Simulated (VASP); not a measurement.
OSZICAR of a VASP run on MoS₂ (2H layered):

**OSZICAR**
```
       N       E                     dE             d eps       ncg     rms          rms(c)
DAV:   1     0.456988905279E+03    0.45699E+03   -0.29641E+04  1328   0.159E+03
DAV:   2    -0.219400420614E+02   -0.47893E+03   -0.46875E+03  1495   0.416E+02
DAV:   3    -0.479797262821E+02   -0.26040E+02   -0.25648E+02  1628   0.835E+01
DAV:   4    -0.484257579472E+02   -0.44603E+00   -0.44516E+00  1525   0.111E+01
DAV:   5    -0.484343795273E+02   -0.86216E-02   -0.86196E-02  1589   0.149E+00    0.442E+01
DAV:   6    -0.464876502433E+02    0.19467E+01   -0.13755E+01  1413   0.214E+01    0.156E+01
DAV:   7    -0.463182255546E+02    0.16942E+00   -0.69157E+00  1410   0.132E+01    0.945E+00
DAV:   8    -0.459834597356E+02    0.33477E+00   -0.16873E+00  1483   0.723E+00    0.390E+00
DAV:   9    -0.459974724148E+02   -0.14013E-01   -0.15295E-01  1648   0.183E+00    0.172E+00
DAV:  10    -0.459868054275E+02    0.10667E-01   -0.75515E-02  1470   0.156E+00    0.405E-01
DAV:  11    -0.459867484383E+02    0.56989E-04   -0.36825E-03  1497   0.335E-01    0.326E-01
DAV:  12    -0.459867119179E+02    0.36520E-04   -0.27188E-04  1472   0.881E-02    0.178E-01
DAV:  13    -0.459866799881E+02    0.31930E-04   -0.15589E-04  1522   0.656E-02    0.723E-02
DAV:  14    -0.459866813622E+02   -0.13741E-05   -0.12549E-05  1290   0.193E-02    0.514E-02
DAV:  15    -0.459866788077E+02    0.25544E-05   -0.74752E-06  1424   0.161E-02    0.181E-02
DAV:  16    -0.459866784989E+02    0.30887E-06   -0.71999E-07   921   0.485E-03
   1 F= -.29847914E+02 E0= -.29847820E+02  d E =-.298479E+02
       N       E                     dE             d eps       ncg     rms          rms(c)
DAV:   1    -0.504568468622E+02   -0.44702E+01   -0.19753E+02  1324   0.117E+02    0.494E+01
DAV:   2    -0.443657475885E+02    0.60911E+01   -0.26116E+01  1342   0.393E+01    0.911E+00
DAV:   3    -0.434829660830E+02    0.88278E+00   -0.30939E+00  1373   0.959E+00    0.350E+00
DAV:   4    -0.433475554497E+02    0.13541E+00   -0.65704E-01  1396   0.560E+00    0.357E+00
DAV:   5    -0.433352417814E+02    0.12314E-01   -0.74606E-02  1499   0.187E+00    0.244E+00
DAV:   6    -0.433327404266E+02    0.25014E-02   -0.34006E-02  1475   0.923E-01    0.309E-01
DAV:   7    -0.433323597138E+02    0.38071E-03   -0.83735E-03  1400   0.631E-01    0.105E-01
DAV:   8    -0.433323167510E+02    0.42963E-04   -0.29574E-04  1516   0.110E-01    0.928E-02
DAV:   9    -0.433323081587E+02    0.85923E-05   -0.31889E-05  1442   0.401E-02    0.344E-02
DAV:  10    -0.433323052255E+02    0.29332E-05   -0.12285E-05  1534   0.209E-02    0.121E-02
DAV:  11    -0.433323045836E+02    0.64191E-06   -0.18189E-06   893   0.953E-03
   2 F= -.29189579E+02 E0= -.29188513E+02  d E =0.658335E+00
       N       E                     dE             d eps       ncg     rms          rms(c)
DAV:   1    -0.498270335911E+02   -0.64947E+01   -0.11263E+02  1296   0.908E+01    0.268E+01
DAV:   2    -0.467333932083E+02    0.30936E+01   -0.31081E+01  1415   0.372E+01    0.910E+00
DAV:   3    -0.456931360627E+02    0.10403E+01   -0.77728E+00  1329   0.129E+01    0.598E+00
DAV:   4    -0.455568208671E+02    0.13632E+00   -0.78195E-01  1296   0.575E+00    0.142E+00
DAV:   5    -0.455348905631E+02    0.21930E-01   -0.18141E-01  1432   0.240E+00    0.130E+00
DAV:   6    -0.455366938834E+02   -0.18033E-02   -0.16065E-02  1452   0.752E-01    0.365E-01
DAV:   7    -0.455367323762E+02   -0.38493E-04   -0.49386E-03  1352   0.432E-01    0.236E-01
DAV:   8    -0.455366703715E+02    0.62005E-04   -0.51858E-04  1640   0.127E-01    0.132E-01
DAV:   9    -0.455366753221E+02   -0.49506E-05   -0.57559E-05  1255   0.361E-02    0.623E-02
DAV:  10    -0.455366753886E+02   -0.66503E-07   -0.20481E-06  1108   0.752E-03
   3 F= -.29944630E+02 E0= -.29944139E+02  d E =-.967155E-01
       N       E                     dE             d eps       ncg     rms          rms(c)
DAV:   1    -0.455174882496E+02    0.19187E-01   -0.19465E-02  1324   0.116E+00    0.405E-01
DAV:   2    -0.455168944966E+02    0.59375E-03   -0.40773E-03  1414   0.439E-01    0.105E-01
DAV:   3    -0.455167678457E+02    0.12665E-03   -0.92160E-04  1357   0.138E-01    0.561E-02
DAV:   4    -0.455167431112E+02    0.24735E-04   -0.12743E-04  1326   0.751E-02    0.206E-02
DAV:   5    -0.455167443047E+02   -0.11936E-05   -0.22056E-05  1537   0.269E-02    0.269E-02
DAV:   6    -0.455167471622E+02   -0.28575E-05   -0.81940E-06  1202   0.137E-02    0.660E-03
DAV:   7    -0.455167470458E+02    0.11646E-06   -0.11581E-06   719   0.810E-03
   4 F= -.29944778E+02 E0= -.29944280E+02  d E =-.968641E-01
       N       E                     dE             d eps       ncg     rms          rms(c)
DAV:   1    -0.454257039078E+02    0.91043E-01   -0.53874E+00  1317   0.151E+01    0.258E+00
DAV:   2    -0.453633878668E+02    0.62316E-01   -0.43852E-01  1370   0.452E+00    0.146E+00
DAV:   3    -0.453520301295E+02    0.11358E-01   -0.31651E-02  1536   0.919E-01    0.805E-01
DAV:   4    -0.453491132906E+02    0.29168E-02   -0.10638E-02  1368   0.679E-01    0.728E-01
DAV:   5    -0.453485767882E+02    0.53650E-03   -0.26924E-03  1509   0.260E-01    0.142E-01
DAV:   6    -0.453485635736E+02    0.13215E-04   -0.37191E-04  1416   0.119E-01    0.281E-02
DAV:   7    -0.453485638155E+02   -0.24196E-06   -0.20000E-05  1486   0.233E-02    0.132E-02
DAV:   8    -0.453485633580E+02    0.45749E-06   -0.12258E-06   915   0.596E-03
   5 F= -.29983835E+02 E0= -.29983310E+02  d E =-.390568E-01
       N       E                     dE             d eps       ncg     rms          rms(c)
DAV:   1    -0.453281039454E+02    0.20460E-01   -0.59879E-02  1345   0.160E+00    0.273E-01
DAV:   2    -0.453274036648E+02    0.70028E-03   -0.50292E-03  1377   0.484E-01    0.163E-01
DAV:   3    -0.453272725066E+02    0.13116E-03   -0.37037E-04  1551   0.988E-02    0.870E-02
DAV:   4    -0.453272373105E+02    0.35196E-04   -0.12616E-04  1338   0.733E-02    0.769E-02
DAV:   5    -0.453272351206E+02    0.21898E-05   -0.24550E-05  1499   0.251E-02    0.181E-02
DAV:   6    -0.453272360808E+02   -0.96020E-06   -0.48504E-06  1215   0.121E-02
   6 F= -.29984194E+02 E0= -.29983657E+02  d E =-.394153E-01
       N       E                     dE             d eps       ncg     rms          rms(c)
DAV:   1    -0.453354113943E+02   -0.81763E-02   -0.13437E+00  1276   0.763E+00    0.118E+00
DAV:   2    -0.453185720881E+02    0.16839E-01   -0.16755E-01  1523   0.238E+00    0.935E-01
DAV:   3    -0.453137411385E+02    0.48309E-02   -0.16079E-02  1445   0.750E-01    0.301E-01
DAV:   4    -0.453122308171E+02    0.15103E-02   -0.62353E-03  1480   0.450E-01    0.181E-01
DAV:   5    -0.453122232123E+02    0.76048E-05   -0.21595E-04  1430   0.856E-02    0.993E-02
DAV:   6    -0.453122078747E+02    0.15338E-04   -0.72885E-05  1485   0.492E-02    0.418E-02
DAV:   7    -0.453122068687E+02    0.10060E-05   -0.17278E-05  1525   0.231E-02    0.307E-02
DAV:   8    -0.453122065241E+02    0.34454E-06   -0.23017E-06   926   0.939E-03
   7 F= -.29990575E+02 E0= -.29989601E+02  d E =-.638112E-02
       N       E                     dE             d eps       ncg     rms          rms(c)
DAV:   1    -0.453084621901E+02    0.37447E-02   -0.76431E-02  1262   0.182E+00    0.281E-01
DAV:   2    -0.453075435906E+02    0.91860E-03   -0.96608E-03  1531   0.574E-01    0.225E-01
DAV:   3    -0.453072538638E+02    0.28973E-03   -0.99463E-04  1430   0.185E-01    0.706E-02
DAV:   4    -0.453071732870E+02    0.80577E-04   -0.36171E-04  1489   0.108E-01    0.453E-02
DAV:   5    -0.453071728996E+02    0.38734E-06   -0.10854E-05  1347   0.191E-02    0.284E-02
DAV:   6    -0.453071721215E+02    0.77817E-06   -0.51336E-06  1253   0.131E-02
   8 F= -.29990777E+02 E0= -.29989706E+02  d E =-.658317E-02
```

Problem. Which electronic solver shows in the log?

Solution. It is blocked Davidson (ALGO = Normal, or the opening steps of other solvers). The INCAR had ALGO = Normal.

Problem. Can the final energy be trusted as converged?

Solution. Self-consistency was reached. It stopped with EDIFF = 1E-6, NELM = 100, NSW = 40 and EDIFFG = -0.02 after 8 ionic steps (PBEsol GGA, plane waves, VASP's PBE PAW potentials (set 64)). Energy and stress use the plane-wave basis of the starting cell. Without a dispersion term in the relaxation, distances and binding between the weakly bound layers, chains or molecules are unreliable, and so is what depends on them.

The compound is MoS2 in the 2H layered structure. This run relaxes it under an external pressure of 30 GPa. Symmetry was kept, so distortions that lower it aren't found. The k-mesh is coarse (spacing up to 0.31 per Å, 2π included), so the numbers may not be converged in it.
